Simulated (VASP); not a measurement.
## How k-mesh and SCF threshold change a VASP run on NaCl

How sensitive are energy and pressure of NaCl to the k-mesh and SCF threshold? The series runs use r2SCAN. The k-mesh tried: 2 2 2; 3 3 3; 4 4 4; 5 5 5; 6 6 6; 8 8 8; 10 10 10; 13 13 13. The SCF threshold tried: EDIFF = 0.01; EDIFF = 0.001; EDIFF = 1E-04; EDIFF = 1E-05; EDIFF = 1E-06; EDIFF = 1E-08. The start is a cell from a database of measured crystal structures.

Program: VASP 6.6.1. Level of theory: r2SCAN; plane waves and PAW (Na_pv, Cl). Results are calculated unless marked as measured.

This is a report of a sequence of runs, with most program output left out.

The database entry behind the starting cell differs from later determinations by our own check (an axis about 0.4 % short against later determinations), so it need not match the best structure at ambient conditions.

## Step 1: The starting structure

Symmetry: Fm-3m, No. 225, cubic system. Conventional cell: a = 5.620 Å, b = 5.620 Å, c = 5.620 Å, α = 90.00°, β = 90.00°, γ = 90.00°. Na has 6 Cl at 2.81 Å nearest. Cl has 6 Na at 2.81 Å nearest. Farther neighbours and most contacts between anions are not listed.

## Step 2: K-mesh: 2 2 2

The sum over the zone converges with the mesh, fast for insulators and slowly for metals. r2SCAN adds the kinetic-energy density, costs more than a GGA and is run with LASPH.

File INCAR:

```
SYSTEM = NaCl
PREC = Accurate
ENCUT = 400
EDIFF = 1E-06
NELM = 100
ISMEAR = -1
SIGMA = 0.05
LREAL = .FALSE.
ALGO = Normal
METAGGA = R2SCAN
LASPH = .TRUE.
NBANDS = 13
LORBIT = 11
LWAVE = .FALSE.
LCHARG = .FALSE.
NCORE = 2
ISIF = 2
```

File POSCAR:

```
NaCl
1.0
    0.0000000000      2.8100000000      2.8100000000
    2.8100000000      0.0000000000      2.8100000000
    2.8100000000      2.8100000000      0.0000000000
Na Cl
1 1
Direct
    0.0000000000      0.0000000000      0.0000000000
    0.5000000000      0.5000000000      0.5000000000
```

File KPOINTS:

```
Automatic mesh
0
Gamma
2 2 2
0 0 0
```

Potentials, in the order of the species: Na_pv and Cl (PBE family, release 64).

Run with:

```
$ mpirun -np 2 vasp_std
```

The job ended after 3.6 s (2 MPI ranks of AMD EPYC 9R45, shared host; peak memory 0.2 GiB).

The gap is read on the k-mesh alone, so it is an upper bound where the band edges lie off the mesh. The PAW data sets were made with PBE, which is usual practice but a small mismatch for other functionals.

Numbers from this step:

| Quantity | Value |
| --- | --- |
| SCF cycles | 13 |
| electrons | 14 |
| bands | 13 |
| irreducible k-points | 3 |
| symmetry operations | 48 |
| free energy (TOTEN) | -13.54 eV |
| Fermi energy | 0.2338 eV |
| pressure | 1.314 GPa |
| metallic | no |
| valence top at k | 0, 0, 0 |
| conduction bottom at k | 0, 0, 0 |
| least direct gap at k | 0, 0, 0 |
| gap on the k-mesh | 5.882 eV |
| least direct gap on the k-mesh | 5.882 eV |

The series starts at -6.7714 eV an atom and 1.31 GPa, after 13 cycles in 3.6 s.

## Step 3: K-mesh: 3 3 3

INCAR, as its differences from that of step 2:

```diff
@@ -15,3 +15,3 @@
 LCHARG = .FALSE.
-NCORE = 2
+KPAR = 2
 ISIF = 2
```

POSCAR is that of step 2.

File KPOINTS:

```
Automatic mesh
0
Gamma
3 3 3
0 0 0
```

Run with:

```
$ mpirun -np 2 vasp_std
```

Wall time 5.2 s (2 MPI ranks); peak memory 0.24 GiB; 9.3 s of CPU time.

Against the run before the energy moves by -114.71 meV an atom and the pressure by -1.79 GPa, after 13 cycles in 5.2 s.

## Step 4: K-mesh: 4 4 4

INCAR is that of step 3.

POSCAR is that of step 3.

File KPOINTS:

```
Automatic mesh
0
Gamma
4 4 4
0 0 0
```

Run with:

```
$ mpirun -np 2 vasp_std
```

The job ended after 7 s (2 MPI ranks; peak memory 0.23 GiB; 13 s of CPU time).

Against the run before the energy moves by -7.30 meV an atom and the pressure by -0.16 GPa, after 13 cycles in 7 s.

## Step 5: K-mesh: 5 5 5

INCAR is that of step 4.

POSCAR is that of step 4.

File KPOINTS:

```
Automatic mesh
0
Gamma
5 5 5
0 0 0
```

Run with:

```
$ mpirun -np 2 vasp_std
```

Wall time 8 s (2 MPI ranks); peak memory 0.24 GiB.

Against the run before the energy moves by -0.79 meV an atom and the pressure by -0.01 GPa, after 13 cycles in 8 s.

## Step 6: K-mesh: 6 6 6

INCAR is that of step 5.

POSCAR is that of step 5.

File KPOINTS:

```
Automatic mesh
0
Gamma
6 6 6
0 0 0
```

Run with:

```
$ mpirun -np 2 vasp_std
```

Elapsed: 11 s, on 2 MPI ranks; peak memory 0.24 GiB; 20 s of CPU time.

Against the run before the energy moves by +0.02 meV an atom while the pressure stays within 0.01 GPa, after 13 cycles in 11 s.

## Step 7: K-mesh: 8 8 8

INCAR is that of step 6.

POSCAR is that of step 6.

File KPOINTS:

```
Automatic mesh
0
Gamma
8 8 8
0 0 0
```

Run with:

```
$ mpirun -np 2 vasp_std
```

Run time: 17 s. Hardware: 2 MPI ranks; peak memory 0.25 GiB.

Against the run before the energy moves by -0.01 meV an atom while the pressure stays within 0.01 GPa, after 13 cycles in 17 s.

## Step 8: K-mesh: 10 10 10

INCAR is that of step 7.

POSCAR is that of step 7.

File KPOINTS:

```
Automatic mesh
0
Gamma
10 10 10
0 0 0
```

Run with:

```
$ mpirun -np 2 vasp_std
```

Run time: 26 s. Hardware: 2 MPI ranks; peak memory 0.26 GiB.

Against the run before the energy moves by -0.03 meV an atom while the pressure stays within 0.01 GPa, after 13 cycles in 26 s.

## Step 9: K-mesh: 13 13 13

INCAR is that of step 8.

POSCAR is that of step 8.

File KPOINTS:

```
Automatic mesh
0
Gamma
13 13 13
0 0 0
```

Run with:

```
$ mpirun -np 2 vasp_std
```

Elapsed: 43 s, on 2 MPI ranks; peak memory 0.28 GiB; 84 s of CPU time.

Against the run before the energy moves by +0.01 meV an atom while the pressure stays within 0.01 GPa, after 13 cycles in 43 s.

## Step 10: The k-mesh series as a table

This step: convergence of r2SCAN results with the mesh; plane waves and PAW (VASP 6.6.1).

No new run; the numbers come from the runs before.

Differences are taken from the run with 13 13 13. Results of the series, by row:

| setting | status | energy less the reference (meV/atom) | pressure (GPa) | gap (eV) | SCF cycles | wall time (s) |
| --- | --- | --- | --- | --- | --- | --- |
| 2 2 2 | converged | 122.8 | 1.314 | 5.882 | 13 | 3.6 |
| 3 3 3 | converged | 8.104 | -0.4726 | 5.956 | 13 | 5.2 |
| 4 4 4 | converged | 0.7994 | -0.6342 | 5.964 | 13 | 7 |
| 5 5 5 | converged | 0.0067 | -0.6468 | 5.965 | 13 | 8 |
| 6 6 6 | converged | 0.03056 | -0.65 | 5.965 | 13 | 10.6 |
| 8 8 8 | converged | 0.01697 | -0.6494 | 5.965 | 13 | 17.4 |
| 10 10 10 | converged | -0.01005 | -0.6481 | 5.965 | 13 | 26 |
| 13 13 13 | converged | 0 | -0.6486 | 5.965 | 13 | 43 |

## Step 11: SCF threshold: EDIFF = 0.01

This step: r2SCAN; plane waves and PAW (Na_pv, Cl) (VASP 6.6.1).

EDIFF stops the electronic loop; forces need it tighter than energies do.

INCAR, as its differences from that of step 9:

```diff
@@ -3,3 +3,3 @@
 ENCUT = 400
-EDIFF = 1E-06
+EDIFF = 0.01
 NELM = 100
```

POSCAR is that of step 9.

File KPOINTS:

```
Automatic mesh
0
Gamma
8 8 8
0 0 0
```

Run with:

```
$ mpirun -np 2 vasp_std
```

The job ended after 11 s (2 MPI ranks; peak memory 0.25 GiB).

This step gave:

| Item | Value |
| --- | --- |
| SCF cycles | 8 |
| irreducible k-points | 29 |
| Fermi energy | -0.0487 eV |
| pressure | 1.642 GPa |
| gap on the k-mesh | 5.956 eV |
| least direct gap on the k-mesh | 5.956 eV |

The series starts at -6.8932 eV an atom and 1.64 GPa, after 8 cycles in 11 s.

## Step 12: SCF threshold: EDIFF = 0.001

INCAR, as its differences from that of step 11:

```diff
@@ -3,3 +3,3 @@
 ENCUT = 400
-EDIFF = 0.01
+EDIFF = 0.001
 NELM = 100
```

POSCAR is that of step 11.

KPOINTS is that of step 11.

Run with:

```
$ mpirun -np 2 vasp_std
```

Elapsed: 14 s, on 2 MPI ranks; peak memory 0.25 GiB.

Against the run before the energy moves by -1.03 meV an atom and the pressure by -2.46 GPa, after 10 cycles in 14 s.

## Step 13: SCF threshold: EDIFF = 1E-04

INCAR, as its differences from that of step 12:

```diff
@@ -3,3 +3,3 @@
 ENCUT = 400
-EDIFF = 0.001
+EDIFF = 1E-04
 NELM = 100
```

POSCAR is that of step 12.

KPOINTS is that of step 12.

Run with:

```
$ mpirun -np 2 vasp_std
```

Wall time 14 s (2 MPI ranks); peak memory 0.25 GiB; 27 s of CPU time.

Against the run before the energy stays within 0.01 meV an atom; the pressure moves by -0.01 GPa, after 10 cycles in 14 s.

## Step 14: SCF threshold: EDIFF = 1E-05

INCAR, as its differences from that of step 13:

```diff
@@ -3,3 +3,3 @@
 ENCUT = 400
-EDIFF = 1E-04
+EDIFF = 1E-05
 NELM = 100
```

POSCAR is that of step 13.

KPOINTS is that of step 13.

Run with:

```
$ mpirun -np 2 vasp_std
```

It took 16 s on 2 MPI ranks; peak memory 0.25 GiB; 31 s of CPU time.

Against the run before the energy moves by -0.01 meV an atom and the pressure by +0.20 GPa, after 12 cycles in 16 s.

## Step 15: SCF threshold: EDIFF = 1E-06

INCAR, as its differences from that of step 14:

```diff
@@ -3,3 +3,3 @@
 ENCUT = 400
-EDIFF = 1E-05
+EDIFF = 1E-06
 NELM = 100
```

POSCAR is that of step 14.

KPOINTS is that of step 14.

Run with:

```
$ mpirun -np 2 vasp_std
```

It took 17 s on 2 MPI ranks; peak memory 0.25 GiB; 34 s of CPU time.

Against the run before the energy stays within 0.01 meV an atom; the pressure moves by -0.02 GPa, after 13 cycles in 17 s.

## Step 16: SCF threshold: EDIFF = 1E-08

INCAR, as its differences from that of step 15:

```diff
@@ -3,3 +3,3 @@
 ENCUT = 400
-EDIFF = 1E-06
+EDIFF = 1E-08
 NELM = 100
```

POSCAR is that of step 15.

KPOINTS is that of step 15.

Run with:

```
$ mpirun -np 2 vasp_std
```

Elapsed: 24 s, on 2 MPI ranks; peak memory 0.25 GiB; 46 s of CPU time.

Against the run before the energy stays within 0.01 meV an atom; the pressure moves by -0.01 GPa, after 19 cycles in 24 s.

## Step 17: The SCF threshold series as a table

This step: convergence of r2SCAN results with the threshold; plane waves and PAW (VASP 6.6.1).

Derived from the runs above.

Differences are taken from the run with EDIFF = 1E-08. Results of the series, by row:

| setting | status | energy less the reference (meV/atom) | pressure (GPa) | gap (eV) | SCF cycles | wall time (s) |
| --- | --- | --- | --- | --- | --- | --- |
| EDIFF = 0.01 | converged | 1.044 | 1.642 | 5.956 | 8 | 11.4 |
| EDIFF = 0.001 | converged | 0.01096 | -0.8219 | 5.956 | 10 | 13.6 |
| EDIFF = 1E-04 | converged | 0.01051 | -0.83 | 5.956 | 10 | 13.8 |
| EDIFF = 1E-05 | converged | 3.00e-4 | -0.6336 | 5.965 | 12 | 16 |
| EDIFF = 1E-06 | converged | 2.30e-4 | -0.6494 | 5.965 | 13 | 17.4 |
| EDIFF = 1E-08 | converged | 0 | -0.6571 | 5.965 | 19 | 24 |

## Step 18: Results

- k-mesh from which the energy stays within 10 meV/atom of the reference: 3 3 3
- k-mesh from which the energy stays within 1 meV/atom of the reference: 4 4 4
- k-mesh from which the pressure stays within 0.2 GPa of the reference: 3 3 3
- spread of the pressure over the k-mesh: 1.96 GPa
- spread of the energy over the k-mesh: 123 meV/atom
- SCF threshold from which the energy stays within 10 meV/atom of the reference: EDIFF = 0.01
- SCF threshold from which the energy stays within 1 meV/atom of the reference: EDIFF = 0.001
- SCF threshold from which the pressure stays within 0.2 GPa of the reference: EDIFF = 0.001
- spread of the pressure over the SCF threshold: 2.47 GPa
- spread of the energy over the SCF threshold: 1.04 meV/atom

What this shows: From 4 4 4 on, the energy stays within 1 meV an atom of the reference, at 16 % of its time. The pressure holds within 0.2 GPa from 3 3 3 on. From EDIFF = 0.001 on, the energy stays within 1 meV an atom of the reference, at 57 % of its time. The pressure holds within 0.2 GPa from EDIFF = 0.001 on. The loosest stop saves 11 of 19 cycles and costs +1.0 meV an atom, +2.30 GPa. Differences are taken from the run with 13 13 13, which is itself not the exact limit. Forces vanish by symmetry in this cell, so the series can't test them. The run at 2 2 2 is over 30 meV an atom or 2 GPa off and describes the material poorly.

[Lines on the potential files, build, host, timing and source positions are cut from VASP's logs without a mark.]

[Logs are printed without paths, hosts, clocks, repeated set-up lines and the standing remarks that a program may print on its own settings, such as how far it seeks lower states.]

[Hosts, paths, dates, database ids (printed as entryN), source tags and the programs' standing remarks are cut or masked in the printed files.]

[A measured line is paired with the nearest computed mode of its activity, which favours agreement.]
